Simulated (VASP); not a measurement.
Given:

```xyz
1
Lattice="0.0000 1.9369 1.9369 1.9369 0.0000 1.9369 1.9369 1.9369 0.0000" Properties=species:S:1:pos:R:3 pbc="T T T"
Pd     0.0000     0.0000     0.0000
```

All values below come from PBEsol GGA, VASP's PBE PAW potentials (set 64) (plane waves; VASP). Run with 500 eV cut-off, 16×16×16 Γ-centred mesh, first-order Methfessel-Paxton smearing of 0.10 eV, potentials Pd.

Energy and stress use the plane-wave basis of the starting cell.

Task: The ions, cell shape and volume at an external pressure of 5.0 GPa are relaxed. Predict the relaxed structure.

Result: 
```xyz
1
Lattice="0.0000 1.9223 1.9223 1.9223 0.0000 1.9223 1.9223 1.9223 0.0000" Properties=species:S:1:pos:R:3 pbc="T T T"
Pd     0.0000     0.0000     0.0000
```
Space group Fm-3m (225), at a tolerance of 0.03 Å.

Task: How do energy and volume change from the first to the last step?

Result: The energy (σ→0) changes by +4.9 meV/atom and the volume by -2.2 %, in 3 ionic steps.

```json
[
 {"step": "1", "E(σ→0) (eV)": "-5.9595", "max force (eV/Å)": "0.000", "pressure (GPa)": "0.01", "volume (Å³)": "14.53"},
 {"step": "2", "E(σ→0) (eV)": "-5.9157", "max force (eV/Å)": "0.000", "pressure (GPa)": "16.20", "volume (Å³)": "13.60"},
 {"step": "3", "E(σ→0) (eV)": "-5.9546", "max force (eV/Å)": "0.000", "pressure (GPa)": "4.93", "volume (Å³)": "14.21"}
]
```

The compound is Pd in the fcc structure. This run relaxes it under an external pressure of 5 GPa. Symmetry was kept, so distortions that lower it aren't found.
